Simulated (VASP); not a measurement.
These are r2SCAN meta-GGA, VASP's PBE PAW potentials (set 64) (plane waves; VASP) values and carry that method's errors.

The input files of a VASP run:

**INCAR**
```
# general
SYSTEM  = V(211) slab
PREC    = Normal
ENCUT   = 400   # plane-wave cut-off (eV)
LREAL   = .False.
LASPH   = .True.

# electronic loop
EDIFF   = 1E-6   # SCF stop (eV)
NELM    = 100
NELMIN  = 4
ALGO    = Normal   # blocked Davidson
LMAXMIX = 4
LMIXTAU = .True.

# smearing
ISMEAR  = 1
SIGMA   = 0.1

# functional
METAGGA = R2SCAN

# output
LWAVE   = .False.
LCHARG  = .False.
LORBIT  = 11
LVHAR   = .True.

# other
LDIPOL  = .True.
IDIPOL  = 3
DIPOL   = 0.5 0.5 0.5
```

**KPOINTS**
```
kpoints
0
Gamma
11 7 1
```

### POSCAR
```
V(211) slab
1.0
  2.5833299409   0.0000000000   0.0000000000
  0.0000000000   4.2185599931   0.0000000000
  0.0000000000   0.0000000000  24.5095379504
V
8
Cartesian
  0.7181120539   3.1639199948   8.1720707330
  1.7448496429   1.0546399983   9.2116012440
  2.5688492815   3.1639199948  10.4064077709
  0.8278577827   1.0546399983  11.6939108139
  1.7554721582   3.1639199948  12.8156271365
  0.0144806594   1.0546399983  14.1031301795
  0.8384802980   3.1639199948  15.2979367064
  1.8652178870   1.0546399983  16.3374672174
```

POTCAR, in this order: V_sv (PBE.64 set). Program: vasp_std. Read from the step before: WAVECAR.

The run wrote:

**OUTCAR**
```
 ion  position               nearest neighbor table
   1  0.278  0.750  0.333-   3 2.35   2 2.57   2 2.57   2 2.82   2 2.82   3 2.90
   2  0.675  0.250  0.376-   3 2.56   3 2.56   1 2.57   1 2.57   4 2.65   1 2.82   1 2.82
   3  0.994  0.750  0.425-   1 2.35   5 2.54   2 2.56   2 2.56   4 2.61   4 2.61   1 2.90
   4  0.320  0.250  0.477-   6 2.54   5 2.56   5 2.56   3 2.61   3 2.61   2 2.65   5 2.91   5 2.91
  LATTYP: Found a simple orthorhombic cell.
 ALAT       =     2.5833299409
 B/A-ratio  =     1.6329931095
 C/A-ratio  =     9.4875755367
 Subroutine PRICEL returns:
 Original cell was already a primitive cell.
 Subroutine GETGRP returns: Found  4 space group operations
The static configuration has the point symmetry S_2 .
 The point group associated with its full space group is C_2h.
The dynamic configuration has the point symmetry S_2 .
 Subroutine INISYM returns: Found  4 space group operations
 Subroutine IBZKPT returns following result:
 Found     24 irreducible k-points:

 Following reciprocal coordinates:
            Coordinates               Weight
  0.000000  0.000000  0.000000      1.000000
  0.090909  0.000000  0.000000      2.000000
  0.181818  0.000000  0.000000      2.000000
  0.272727  0.000000  0.000000      2.000000
...
```

**OSZICAR**
```
       N       E                     dE             d eps       ncg     rms          rms(c)
DAV:   1    -0.109084061460E+03   -0.10908E+03   -0.10965E-05  3080   0.254E-02    0.871E-03
DAV:   2    -0.109084104870E+03   -0.43410E-04   -0.19713E-04  4000   0.871E-02    0.613E-02
DAV:   3    -0.109084056433E+03    0.48437E-04   -0.16037E-04  3800   0.791E-02    0.789E-03
DAV:   4    -0.109084070502E+03   -0.14069E-04   -0.69083E-06  2702   0.190E-02    0.841E-04
DAV:   5    -0.109084060262E+03    0.10240E-04   -0.24611E-06  2440   0.132E-02    0.473E-04
DAV:   6    -0.109084068262E+03   -0.80004E-05   -0.15204E-06  2126   0.101E-02    0.294E-04
DAV:   7    -0.109084065378E+03    0.28847E-05   -0.70553E-07  1866   0.695E-03    0.313E-04
DAV:   8    -0.109084063082E+03    0.22957E-05   -0.29106E-07  1762   0.437E-03    0.256E-04
DAV:   9    -0.109084061390E+03    0.16922E-05   -0.80388E-07  1820   0.746E-03    0.181E-04
DAV:  10    -0.109084054722E+03    0.66675E-05   -0.66386E-07  1762   0.721E-03    0.130E-04
DAV:  11    -0.109084058383E+03   -0.36608E-05   -0.36993E-07  1682   0.538E-03    0.114E-04
DAV:  12    -0.109084055898E+03    0.24854E-05   -0.11711E-07  1586   0.289E-03    0.991E-05
DAV:  13    -0.109084057111E+03   -0.12134E-05   -0.18283E-07  1662   0.337E-03    0.130E-04
DAV:  14    -0.109084061423E+03   -0.43120E-05   -0.41856E-07  1758   0.480E-03    0.979E-05
DAV:  15    -0.109084057408E+03    0.40152E-05   -0.17737E-07  1668   0.325E-03    0.109E-04
DAV:  16    -0.109084059345E+03   -0.19374E-05   -0.67775E-08  1530   0.235E-03    0.982E-05
DAV:  17    -0.109084057402E+03    0.19426E-05   -0.83625E-08  1568   0.252E-03    0.104E-04
DAV:  18    -0.109084060111E+03   -0.27088E-05   -0.11489E-07  1562   0.304E-03    0.101E-04
DAV:  19    -0.109084057216E+03    0.28952E-05   -0.15771E-07  1568   0.369E-03    0.110E-04
DAV:  20    -0.109084060848E+03   -0.36316E-05   -0.23680E-07  1632   0.435E-03    0.107E-04
DAV:  21    -0.109084056483E+03    0.43650E-05   -0.39177E-07  1662   0.557E-03    0.129E-04
DAV:  22    -0.109084063658E+03   -0.71758E-05   -0.42807E-07  1682   0.589E-03    0.112E-04
DAV:  23    -0.109084058358E+03    0.53000E-05   -0.27769E-07  1676   0.425E-03    0.843E-05
DAV:  24    -0.109084057280E+03    0.10784E-05   -0.38124E-07  1754   0.444E-03    0.834E-05
DAV:  25    -0.109084059070E+03   -0.17903E-05   -0.31070E-07  1730   0.425E-03    0.109E-04
DAV:  26    -0.109084058305E+03    0.76557E-06   -0.67629E-08  1530   0.238E-03
   1 F= -.10908406E+03 E0= -.10908486E+03  d E =0.241754E-02
```

### OUTCAR
```
------------------------ aborting loop because EDIFF is reached ----------------------------------------
  FORCE on cell =-STRESS in cart. coord.  units (eV):
  Direction    XX          YY          ZZ          XY          YZ          ZX
  --------------------------------------------------------------------------------------
  Total       -1.6680465     -4.1279286     -1.1045558      0.0000000      0.0000000      0.2438918
  in kB      -10.0055163    -24.7607348     -6.6255054      0.0000000      0.0000000      1.4629467
  external PRESSURE =     -13.7972522 kB  Pullay stress =       0.0000000 kB
  volume of cell :      267.10
      direct lattice vectors                 reciprocal lattice vectors
     2.583329941  0.000000000  0.000000000     0.387097283  0.000000000  0.000000000
     0.000000000  4.218559993  0.000000000     0.000000000  0.237047713  0.000000000
     0.000000000  0.000000000 24.509537950     0.000000000  0.000000000  0.040800443
 POSITION                                       TOTAL-FORCE (eV/Angst)
 -----------------------------------------------------------------------------------
      0.71811      3.16392      8.17207        -0.011071      0.000000      0.019116
      1.74485      1.05464      9.21160         0.006407      0.000000     -0.000877
      2.56885      3.16392     10.40641        -0.005560      0.000000      0.015013
      0.82786      1.05464     11.69391        -0.000784      0.000000     -0.006945
      1.75547      3.16392     12.81563         0.000784      0.000000      0.006945
      0.01448      1.05464     14.10313         0.005560      0.000000     -0.015013
      0.83848      3.16392     15.29794        -0.006407      0.000000      0.000877
      1.86522      1.05464     16.33747         0.011071      0.000000     -0.019116
 -----------------------------------------------------------------------------------
    total drift:                                0.000000      0.000000     -0.000000
  FREE ENERGIE OF THE ION-ELECTRON SYSTEM (eV)
  ---------------------------------------------------
  free  energy   TOTEN  =      -109.0840583047 eV

  energy  without entropy=     -109.0864758438  energy(sigma->0) =     -109.08486415

 total charge

# of ion       s       p       d       tot
------------------------------------------
    1        2.353   6.124   3.140  11.617
    2        2.340   6.218   3.053  11.611
    3        2.348   6.255   3.114  11.717
    4        2.344   6.248   3.045  11.637
    5        2.344   6.248   3.045  11.637
    6        2.348   6.255   3.114  11.717
    7        2.340   6.218   3.053  11.611
    8        2.353   6.124   3.140  11.617
--------------------------------------------------
tot         18.771  49.690  24.703  93.164
```
(Selected blocks of OUTCAR.)

The cell is a thin slab with vacuum, built from V (bcc): (211) face. The run is not spin-polarised, so no magnetic state was tried.
